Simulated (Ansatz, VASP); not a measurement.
# Ir in two plane-wave programs

Aim: how closely do two programs agree when they are given the same cell, functional and k mesh? The cell is taken from a series of VASP runs on this material, whose earlier steps may have relaxed, scaled or displaced it; both programs get it as it stands.

Main program and level: Ansatz 0.2.0; plane waves, with VASP 6.6.1 beside it; relaxation of cell and atoms at PBEsol.

## 1. The starting structure

The structure is cubic, space group Fm-3m (No. 225). The conventional cell has a = 3.833 Å, b = 3.833 Å, c = 3.833 Å, α = 90.00°, β = 90.00°, γ = 90.00°. Ir has 12 Ir at 2.71 Å nearest.

## 2. Ansatz: relaxation of cell and atoms, PBEsol

Ansatz runs on its default PAW (the set named soft_2) files.

The relaxed volume is the usual yardstick between codes: its relative difference is about their pressure difference at one cell divided by the bulk modulus.

input.yaml

```yaml
crystal:
  lattice:
    - [0.0, 1.9165221877, 1.9165221877]
    - [1.9165221877, 0.0, 1.9165221877]
    - [1.9165221877, 1.9165221877, 0.0]
  atoms:
    - { symbol: Ir, position: [0.0, 0.0, 0.0] }
hamiltonian:
  xc: pbesol
  pseudopotentials: { kind: paw }
kpoints:
  mp_grid: { grid: [20, 20, 20] }
scf:
  occupations: { method: methfessel_paxton, width: 0.15 }
relax:
  f_tol: 0.01
  max_steps: 60
  cell: { stress_tol: 0.05 }
output:
  forces: true
  stress: true
```

On the command line:

```sh
> ansatz run input.yaml --threads 4 --pin off --max-ram 9216MiB --backend cpu --events-out ev --progress --plain --runs-dir out
```

Numbers of over 12 decimals in the logs are rounded to 6 here.

The log of the run:

```text
Engine: ansatz 0.2.0, x86_64-unknown-linux-gnu
Pseudopotentials: kind: paw
Pseudopotential: Ir, paw, valence charge 17, recommended cutoff 420 eV (normal), Ir.paw.azcp
Functional definition: PBEsol
  exchange = pbesol_x
  correlation = pbesol_c
Crystal: 1 atoms, lattice volume = 14.079 Å³
Basis set: ecut = 420 eV, 283 PW (Γ), exchange–correlation on 40×40×40 points (8 copies of the dense FFT grid, shifted against one another)
Bands: 13, of which v1, the nominal top of the filled ones, is band 9 counted from 1 (8 counted from 0)
Symmetry: 48 space group operations
Space group: Fm-3m (ITA 225), of the structure as read, at distance tolerance 2.4e-5 Å
k-points: 256 of 8000
Non-local potential: Ir, projectors of the file, l = 0: 3, l = 1: 2, l = 2: 2, l = 3: 1
PAW form: soft (Blöchl's): semilocal exchange-correlation on the pseudo side does not see the compensation charge
PAW frozen core: Ir, regenerated for the run's functional, and the local potential with it (the file was generated under x = pbe(κ = 0.804, μ = 0.219515), c = pbe(β = 0.066725))
PAW one-centre angular grid: Ir, 590 points (default); XC on 64 Gauss nodes
Initial density: superposition of atomic densities (neutral atoms: chi_scale 0, normalization atom), corrected by the library's trained network
Initial wavefunctions: pseudopotential atomic-orbital guess
Functional: x = pbesol(κ = 0.804, μ = 0.123457), c = pbesol(β = 0.046)
SCF iter   1: F=—  HF=-11799.039552 eV  |F-HF|=—  |Δ(HF+E_count)|=         —  Δρ=5.86e-3  dr2=2.23e-3  ethr=1.77e-3  ⟨swp⟩=5.0  Hψ=16088  notcnv=0
preconditioner: auto → none  [metal: Δε(μ)=0.028 eV  Ē_g=14.266 eV  σ=0.150 eV  W_gap=0.16  n_scr=0 (ndim 8)  ℏωp=29.7 eV  f_vac=0.000  D(μ)=0.51/eV (n_scr^D=0)]
SCF iter   2: F=—  HF=-11799.039057 eV  |F-HF|=—  |Δ(HF+E_count)|=   4.95e-4  S|Δr|=    0.00e0  Δρ=2.37e-3  dr2=1.21e-4  ethr=1.31e-5  ⟨swp⟩=2.4  Hψ=6735  notcnv=0
SCF iter   3: F=—  HF=-11799.039173 eV  |F-HF|=—  |Δ(HF+E_count)|=   1.15e-4  S|Δr|=    0.00e0  Δρ=1.08e-3  dr2=2.42e-5  ethr=7.09e-7  ⟨swp⟩=1.1  Hψ=3339  notcnv=0
SCF iter   4: F=—  HF=-11799.039203 eV  |F-HF|=—  |Δ(HF+E_count)|=   3.06e-5  S|Δr|=    0.00e0  Δρ=4.47e-5  dr2=9.88e-8  ethr=5.88e-10  ⟨swp⟩=3.0  Hψ=13190  notcnv=0
SCF iter   5: F=-11799.039203 eV  HF=-11799.039203 eV  |F-HF|=5.06e-9  |Δ(HF+E_count)|=   1.13e-8  S|Δr|=    0.00e0  Δρ=8.26e-6  dr2=6.85e-9  ethr=5.81e-10  ⟨swp⟩=2.3  Hψ=10904  notcnv=0
SCF 1 converged in 5 iterations: F = -11799.039203 eV  dr2 = 6.85e-9
  greatest PAW one-centre occupation: 1.000 electrons in one spin orbital (limit 2), on the Ir atom at site 0 (counted from 0), in its partial waves of l = 0
relax step   1: F+E_penalty+E_count = -11799.03920320 eV  Δ(F+E_penalty+E_count) = +0.000e0 eV  max|allowed force component| = 0.000e0 eV/Å  Δτ_max = 0.0000 Å  P = -0.986 GPa  Ω = 14.079 Å³  (5 SCF iters, dr2 threshold 1.00e-7 eV, accepted)
[...]
relax step   2: F+E_penalty+E_count = -11799.03899528 eV  Δ(F+E_penalty+E_count) = +2.079e-4 eV  max|allowed force component| = 0.000e0 eV/Å  Δτ_max = 0.0000 Å  P = +1.806 GPa  Ω = 13.978 Å³  energy of the carried Pulay correction = +4.337e-5 eV  (4 SCF iters, dr2 threshold 1.00e-7 eV, rejected (line search))
[...]
relax step   3: F+E_penalty+E_count = -11799.03932987 eV  Δ(F+E_penalty+E_count) = -1.267e-4 eV  max|allowed force component| = 0.000e0 eV/Å  Δτ_max = 0.0000 Å  P = -0.009 GPa  Ω = 14.043 Å³  energy of the carried Pulay correction = +1.535e-5 eV  (5 SCF iters, accepted)
[...]
relax step   4: F+E_penalty+E_count = -11799.03931804 eV  Δ(F+E_penalty+E_count) = +1.184e-5 eV  max|allowed force component| = 0.000e0 eV/Å  Δτ_max = 0.0000 Å  P = -0.008 GPa  Ω = 14.043 Å³  stress off target by 7.91e-3 GPa  SCF on the basis re-selected at this cell (its energy is not comparable with the rows above)  (3 SCF iters)
basis re-selected at this cell: Δ(F+E_penalty+E_count) = +1.184e-5 eV, ΔP = +0.001 GPa vs the last step (what re-selecting the basis moved, of the pressure what is left beyond the Pulay correction that the steps carried, after the strain that the cell walked since its last selection, with what the two solves' SCF thresholds leave and, on support functions, any second-order correction that the steps lacked; it is no measure of the basis error at this ecutwfc). This SCF's stress stands 7.91e-3 GPa from its target on what of the cell is left free (relax.cell.stress_tol is 5.00e-2 GPa) and its largest allowed force component is 0.00e0 eV/Å (relax.f_tol is 1.00e-2 eV/Å): [rest of the remark cut]
SCF converged after 3 iterations
Stability not checked: this state was not tested for a lower state beside it, because cold or Methfessel-Paxton smearing, or corrected tetrahedra, fill the levels in a way that the test cannot read (fill_not_monotonic; see scf.lower_state_search)
Free energy (F): -11799.039318 eV
Harris-Foulkes:  -11799.039318 eV  (|F-HF|=3.64e-12)
Internal energy: -11799.040920 eV  (E = F + TS)
E sigma→0 (E₀):  -11799.039719 eV
Entropy (-TS):   0.001602 eV (1.602 meV/atom)
Fermi energy:    25.839319 eV
--- Per-component energies (eV) ---
  E_band       = -82.063687
  E_kinetic    = 623.459029
  E_local      = -1057.471362  (includes V_loc(G=0)·N_el)
  E_nonlocal   = 75.786388
  E_hartree    = 405.296415
  E_xc         = -266.686428
  E_vxc        = -299.944000  (∫ρ·V_xc dr)
  E_paw        = -9088.711964  (= ΣΔE_a)
  E_vpaw       = -234.486545  (= ΣTr[D̂ρ^β])
  E_aug_tail   = 0.000051  (compensation charges beyond the density's cutoff)
  E_ewald      = -2490.978333
  E_core_change = 0.265285  (= ΣΔE_core)
  E_smearing   = 0.001602  (= −TS)
  E_closure    = -0.000000  (closes the sum)
  Σ components = -11799.039318   (vs F -11799.039318, Δ=0.00e0)
--- Forces (eV/Å), atoms counted from 1 ---
  atom   1  Ir    -0.00000000     0.00000000    -0.00000000
  max |Σ_I F_I| component: 8.22e-32 eV/Å
--- Stress (GPa, compression-positive) ---
       -0.007911      -0.000000      -0.000000
       -0.000000      -0.007911      -0.000000
       -0.000000      -0.000000      -0.007911
  P = ⅓ Tr σ = -0.0079 GPa (-0.079 kbar)
--- Relaxed structure (3 steps of the walk, 2 accepted, 1 SCFs on fresh bases) ---
  F+E_penalty+E_count = -11799.03931804 eV   max|allowed force component| = 0.000e0 eV/Å   (the final SCF, on the basis selected at the relaxed cell)
  cell:  # Å, volume = 14.0433 Å³
    - [0, 1.914899, 1.914899]
    - [1.914899, 0, 1.914899]
    - [1.914899, 1.914899, 0]
  atoms:
    - { symbol: Ir, position: [0.0, 0.0, 0.0] }
```

Run time: 2.6 s. Hardware: 4 threads of Intel Xeon at 2.60GHz (Ice Lake), shared host; peak memory 0.41 GiB.

## 3. VASP: relaxation of cell and atoms, PBEsol

The same cell, functional, mesh and smearing now go to VASP, with its own data sets and cutoff.

Lines of VASP's logs that name or quote its potential files are left out, and so is its time.

INCAR

```
SYSTEM = Ir
PREC = Accurate
ENCUT = 520
EDIFF = 1E-07
NELM = 100
ISMEAR = 1
SIGMA = 0.15
LREAL = .FALSE.
ALGO = Normal
GGA = PS
NBANDS = 10
LASPH = .TRUE.
LORBIT = 11
LWAVE = .FALSE.
LCHARG = .FALSE.
KPAR = 4
IBRION = 2
NSW = 50
ISIF = 3
EDIFFG = -0.005
```

POSCAR

```
Ir
1.0
    0.0000000000      1.9165221877      1.9165221877
    1.9165221877      0.0000000000      1.9165221877
    1.9165221877      1.9165221877      0.0000000000
Ir
1
Direct
    0.0000000000      0.0000000000      0.0000000000
```

KPOINTS

```
Automatic mesh
0
Gamma
20 20 20
0 0 0
```

Potentials, in the order of the species: Ir (PBE family, release 64).

On the command line:

```sh
> mpirun -np 4 vasp_std
```

The log of the run:

```text
[banner, memory and clock lines left out]
running    4 mpi-ranks, on    1 nodes
 distrk:  each k-point on    1 cores,    4 groups
 distr:  one band on    1 cores,    1 groups

 POSCAR found type information on POSCAR Ir
 POSCAR found :  1 types and       1 ions
|                                                                             |
|               ----> ADVICE to this user running VASP <----                  |
|                                                                             |
|     You enforced a specific xc type in the INCAR file but a different       |
|     [... a line on the potential file left out ...]
|     I HOPE YOU KNOW WHAT YOU ARE DOING!                                     |
|                                                                             |

 LDA part: xc-table for (Slater+PW92), standard interpolation
 POSCAR, INCAR and KPOINTS ok, starting setup
 FFT: planning ... GRIDC
 FFT: planning ... GRID_SOFT
 FFT: planning ... GRID
 WAVECAR not read
 entering main loop
       N       E                     dE             d eps       ncg     rms          rms(c)
DAV:   1     0.462822044538E+02    0.46282E+02   -0.43717E+03  5168   0.819E+02
DAV:   2    -0.959796078558E+01   -0.55880E+02   -0.53095E+02  5268   0.196E+02
DAV:   3    -0.104505515147E+02   -0.85259E+00   -0.85069E+00  5910   0.292E+01
DAV:   4    -0.104584436659E+02   -0.78922E-02   -0.78909E-02  5782   0.267E+00
DAV:   5    -0.104585967712E+02   -0.15311E-03   -0.15310E-03  5918   0.355E-01    0.160E+01
DAV:   6    -0.992744744877E+01    0.53115E+00   -0.93807E-01  5722   0.118E+01    0.628E+00
DAV:   7    -0.983136385559E+01    0.96084E-01   -0.28185E-01  6112   0.587E+00    0.145E+00
DAV:   8    -0.982885243028E+01    0.25114E-02   -0.20140E-03  5514   0.449E-01    0.115E+00
DAV:   9    -0.982417038221E+01    0.46820E-02   -0.23421E-03  5638   0.697E-01    0.289E-02
DAV:  10    -0.982416303634E+01    0.73459E-05   -0.13252E-05  7372   0.368E-02    0.163E-02
DAV:  11    -0.982416476802E+01   -0.17317E-05   -0.11446E-06  5600   0.666E-03    0.157E-03
DAV:  12    -0.982416479217E+01   -0.24152E-07   -0.20797E-08  3458   0.158E-03
   1 F= -.98241648E+01 E0= -.98247130E+01  d E =-.982416E+01
 curvature:   0.00 expect dE= 0.000E+00 dE for cont linesearch  0.000E+00
 trial: gam= 0.00000 g(F)=  0.000E+00 g(S)=  0.556E-06 ort = 0.000E+00 (trialstep = 0.100E+01)
 search vector abs. value=  0.556E-06
 reached required accuracy - stopping structural energy minimisation
```

From OUTCAR (step 3):

```text
ion  position               nearest neighbor table
   1  0.000  0.000  0.000-

  LATTYP: Found a face centered cubic cell.
 ALAT       =     3.8330443754

 Subroutine GETGRP returns: Found 48 space group operations
 (whereof 48 operations were pure point group operations)

The static configuration has the point symmetry O_h .

 Found    256 irreducible k-points:

   k-points           NKPTS =    256   k-points in BZ     NKDIM =    256   number of bands    NBANDS=     10

   dimension x,y,z NGX =    20 NGY =   20 NGZ =   20
   dimension x,y,z NGXF=    40 NGYF=   40 NGZF=   40

   ENCUT  =  520.0 eV  38.22 Ry    6.18 a.u.   5.04  5.04  5.04*2*pi/ulx,y,z

   NELECT =       9.0000    total number of electrons

 k-points in reciprocal lattice and weights: Automatic mesh
   0.00000000  0.00000000  0.00000000       0.000
   0.05000000  0.00000000  0.00000000       0.001
   0.10000000  0.00000000  0.00000000       0.001
   0.15000000  0.00000000  0.00000000       0.001
   0.20000000  0.00000000  0.00000000       0.001
   0.25000000  0.00000000  0.00000000       0.001
   0.30000000  0.00000000  0.00000000       0.001
   0.35000000  0.00000000  0.00000000       0.001
   0.40000000  0.00000000  0.00000000       0.001
[...]
-0.30000000  0.50000000  0.20000000       0.002
  -0.25000000  0.50000000  0.25000000       0.001

 average (electrostatic) potential at core
       1 -48.5341

 E-fermi :  10.2758

 k-point     1 :       0.0000    0.0000    0.0000
  band No.  band energies     occupation
    ...
      2       6.3948      2.00000
      3       6.3948      2.00000
      4       6.3948      2.00000
      5       9.1304      2.00000
      6       9.1304      2.00000
      7      24.6410      0.00000
      8      30.2426      0.00000
      9      30.2426      0.00000
     10      30.2426      0.00000

 k-point     2 :       0.0500    0.0000    0.0000
  band No.  band energies     occupation
    ...
      2       6.3337      2.00000
      3       6.4442      2.00000
      4       6.4442      2.00000
      5       9.0978      2.00000
      6       9.0978      2.00000
      7      24.8369      0.00000
      8      29.6155      0.00000
      9      30.4279      0.00000
     10      30.4279      0.00000

 k-point     3 :       0.1000    0.0000    0.0000
  band No.  band energies     occupation
    ...
      2       6.1717      2.00000
      3       6.5776      2.00000
      4       6.5776      2.00000
      5       9.0209      2.00000
      6       9.0209      2.00000
      7      25.3853      0.00000
      8      28.3336      0.00000
      9      30.9698      0.00000
     10      30.9698      0.00000

  Total       -0.0019605     -0.0019605     -0.0019605      0.0000000      0.0000000      0.0000000
  in kB       -0.2230995     -0.2230995     -0.2230995      0.0000000      0.0000000      0.0000000
  external PRESSURE =      -0.2230995 kB  Pullay stress =       0.0000000 kB

  energy-cutoff  :      520.00
  volume of cell :       14.08
      direct lattice vectors                 reciprocal lattice vectors
     0.000000000  1.916522188  1.916522188    -0.260889231  0.260889231  0.260889231
     1.916522188  0.000000000  1.916522188     0.260889231 -0.260889231  0.260889231
     1.916522188  1.916522188  0.000000000     0.260889231  0.260889231 -0.260889231

 POSITION                                       TOTAL-FORCE (eV/Angst)
 -----------------------------------------------------------------------------------
      0.00000      0.00000      0.00000         0.000000      0.000000      0.000000
 -----------------------------------------------------------------------------------
    total drift:                               -0.000000     -0.000000     -0.000000

  FREE ENERGIE OF THE ION-ELECTRON SYSTEM (eV)
  ---------------------------------------------------
  free  energy   TOTEN  =        -9.8241647922 eV

  energy  without entropy=       -9.8258094153  energy(sigma->0) =       -9.82471300

 reached required accuracy - stopping structural energy minimisation

 total charge
# of ion       s       p       d       tot
------------------------------------------
    1        0.675   0.748   6.979   8.402

[... 3 further parts left out ...]
```

CONTCAR:

```
Ir
   1.00000000000000
     0.0000000000000000    1.9165221877000000    1.9165221877000000
     1.9165221877000000    0.0000000000000000    1.9165221877000000
     1.9165221877000000    1.9165221877000000    0.0000000000000000
  Ir
     1
Direct
     0.0000000000000000    0.0000000000000000    0.0000000000000000
```

## 4. Differences

Known differences besides the potentials themselves: both relaxations stop at a tolerance, which leaves soft axes loose, and VASP keeps its plane-wave basis; the data sets hold 17 valence electrons in Ansatz (default PAW (the set named soft_2) files) and 9 in VASP; the cutoff is 420 eV in Ansatz and 520 eV in VASP; Ansatz makes its cores anew for this functional, VASP keeps those of its PBE data sets; Ansatz adds a Pulay correction to the stress that steers its cell, VASP none. Total energies have different zeros and are not compared.

The two programs side by side:

| quantity | Ansatz | VASP | difference |
| --- | --- | --- | --- |
| volume (Å³) | 14.04 | 14.08 | -0.25 % |
| edge a after relaxation, in the typed setting (Å) | 2.708 | 2.710 | -0.08 % |

The walks stopped with -0.01 GPa left in Ansatz and -0.02 GPa in VASP; each walk ends within a tolerance, so the volume difference is uncertain by about these residues over the bulk modulus, most in soft cells.

## 5. Summary of results

```json
{"difference in volume (relaxation of cell and atoms, PBEsol)": "-0.25 %"}
```

The difference in volume is -0.25 % (relaxation of cell and atoms, PBEsol), within the 1.2 % picked in this series as the mark of a large difference, as far as the stopping tolerances let one tell. Such differences can come from data sets, numerical settings and the points named under the comparisons, not from the functional's error against experiment.

[Lines on the potential files, build, host, timing and source positions are cut from VASP's logs without a mark.]

[Logs are printed without paths, hosts, clocks, repeated set-up lines and the standing remarks that a program may print on its own settings, such as how far it seeks lower states.]

[Hosts, paths, dates, database ids (printed as entryN), source tags and the programs' standing remarks are cut or masked in the printed files.]
